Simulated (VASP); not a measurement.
OSZICAR of a VASP run on PtSe2 (1T layered):

**OSZICAR**
```
       N       E                     dE             d eps       ncg     rms          rms(c)
DAV:   1     0.117220480409E+03    0.11722E+03   -0.10518E+04  2094   0.131E+03
DAV:   2    -0.100085536419E+02   -0.12723E+03   -0.12462E+03  2644   0.242E+02
DAV:   3    -0.146899787615E+02   -0.46814E+01   -0.46624E+01  2532   0.492E+01
DAV:   4    -0.147287082379E+02   -0.38729E-01   -0.36608E-01  2483   0.459E+00
DAV:   5    -0.147291182841E+02   -0.41005E-03   -0.41006E-03  2574   0.441E-01    0.140E+01
DAV:   6    -0.141823150341E+02    0.54680E+00   -0.46801E+00  2091   0.213E+01    0.846E+00
DAV:   7    -0.140264179111E+02    0.15590E+00   -0.85439E-01  2098   0.998E+00    0.425E+00
DAV:   8    -0.140067976388E+02    0.19620E-01   -0.52176E-02  2294   0.191E+00    0.823E-01
DAV:   9    -0.140040861483E+02    0.27115E-02   -0.93297E-03  2301   0.102E+00    0.144E-01
DAV:  10    -0.140042391201E+02   -0.15297E-03   -0.12059E-03  2399   0.264E-01    0.484E-02
DAV:  11    -0.140042386338E+02    0.48626E-06   -0.38541E-05  2637   0.507E-02    0.306E-02
DAV:  12    -0.140042405477E+02   -0.19139E-05   -0.81481E-06  2246   0.215E-02    0.548E-03
DAV:  13    -0.140042409370E+02   -0.38934E-06   -0.11488E-06  2630   0.797E-03    0.104E-03
DAV:  14    -0.140042409893E+02   -0.52272E-07   -0.51381E-08  1588   0.189E-03
   1 F= -.15297968E+02 E0= -.15297988E+02  d E =-.152980E+02
       N       E                     dE             d eps       ncg     rms          rms(c)
DAV:   1    -0.140304267469E+02   -0.26186E-01   -0.33633E+00  2091   0.118E+01    0.102E+00
DAV:   2    -0.140318685660E+02   -0.14418E-02   -0.12839E-01  2427   0.243E+00    0.480E-01
DAV:   3    -0.140292994195E+02    0.25691E-02   -0.58524E-03  2522   0.573E-01    0.198E-01
DAV:   4    -0.140291475805E+02    0.15184E-03   -0.11069E-03  2378   0.237E-01    0.657E-02
DAV:   5    -0.140291381169E+02    0.94636E-05   -0.10467E-04  2133   0.697E-02    0.227E-02
DAV:   6    -0.140291382590E+02   -0.14210E-06   -0.12170E-05  2399   0.277E-02    0.698E-03
DAV:   7    -0.140291381972E+02    0.61829E-07   -0.88080E-07  2497   0.981E-03
   2 F= -.15334328E+02 E0= -.15334150E+02  d E =-.363601E-01
       N       E                     dE             d eps       ncg     rms          rms(c)
DAV:   1    -0.140280581354E+02    0.10801E-02   -0.91628E-01  2084   0.622E+00    0.522E-01
DAV:   2    -0.140287010786E+02   -0.64294E-03   -0.34836E-02  2476   0.125E+00    0.247E-01
DAV:   3    -0.140279990652E+02    0.70201E-03   -0.14945E-03  2344   0.290E-01    0.969E-02
DAV:   4    -0.140279578624E+02    0.41203E-04   -0.28152E-04  2420   0.124E-01    0.350E-02
DAV:   5    -0.140279549099E+02    0.29524E-05   -0.23288E-05  2231   0.412E-02    0.138E-02
DAV:   6    -0.140279540983E+02    0.81165E-06   -0.50902E-06  2455   0.210E-02    0.499E-03
DAV:   7    -0.140279540608E+02    0.37521E-07   -0.67342E-07  2175   0.599E-03
   3 F= -.15338842E+02 E0= -.15338745E+02  d E =-.408740E-01
       N       E                     dE             d eps       ncg     rms          rms(c)
DAV:   1    -0.140283015740E+02   -0.34748E-03   -0.32066E-03  2070   0.369E-01    0.308E-02
DAV:   2    -0.140283049995E+02   -0.34255E-05   -0.12149E-04  2497   0.740E-02    0.146E-02
DAV:   3    -0.140283032411E+02    0.17584E-05   -0.49378E-06  2329   0.168E-02    0.562E-03
DAV:   4    -0.140283034519E+02   -0.21078E-06   -0.92954E-07  2420   0.730E-03    0.202E-03
DAV:   5    -0.140283035392E+02   -0.87299E-07   -0.72066E-08  1056   0.248E-03
   4 F= -.15338860E+02 E0= -.15338754E+02  d E =-.408926E-01
       N       E                     dE             d eps       ncg     rms          rms(c)
DAV:   1    -0.140284997620E+02   -0.19631E-03   -0.39104E-02  2070   0.143E+00    0.125E-01
DAV:   2    -0.140280603795E+02    0.43938E-03   -0.14276E-03  2350   0.314E-01    0.679E-02
DAV:   3    -0.140279754668E+02    0.84913E-04   -0.28818E-04  2329   0.158E-01    0.346E-02
DAV:   4    -0.140279518254E+02    0.23641E-04   -0.73686E-05  2378   0.686E-02    0.130E-02
DAV:   5    -0.140279515594E+02    0.26604E-06   -0.78549E-06  2252   0.209E-02    0.528E-03
DAV:   6    -0.140279516028E+02   -0.43399E-07   -0.56605E-07  2476   0.637E-03
   5 F= -.15339263E+02 E0= -.15339140E+02  d E =-.403131E-03
       N       E                     dE             d eps       ncg     rms          rms(c)
DAV:   1    -0.140278437506E+02    0.10781E-03   -0.31315E-02  2070   0.128E+00    0.112E-01
DAV:   2    -0.140274908057E+02    0.35294E-03   -0.11484E-03  2350   0.282E-01    0.608E-02
DAV:   3    -0.140274227446E+02    0.68061E-04   -0.23175E-04  2322   0.142E-01    0.310E-02
DAV:   4    -0.140274038113E+02    0.18933E-04   -0.59497E-05  2378   0.616E-02    0.117E-02
DAV:   5    -0.140274036235E+02    0.18783E-06   -0.63390E-06  2238   0.187E-02    0.474E-03
DAV:   6    -0.140274036613E+02   -0.37841E-07   -0.45690E-07  2434   0.573E-03
   6 F= -.15339382E+02 E0= -.15339245E+02  d E =-.521487E-03
```

Which electronic solver shows in the log?

It is blocked Davidson (ALGO = Normal, or the opening steps of other solvers). The INCAR had ALGO = Normal.

Can the final energy be trusted as converged?

The calculation finished and met its thresholds. It stopped with EDIFF = 1E-7, NELM = 100, NSW = 30 and EDIFFG = -0.01 after 6 ionic steps (PBE GGA with D3 dispersion (zero damping), plane waves, VASP's PBE PAW potentials (set 64)).

The compound is PtSe2 in the 1T layered structure. This cell is one point of a volume scan, at 0.94 of the reference volume. Symmetry was kept, so distortions that lower it aren't found.
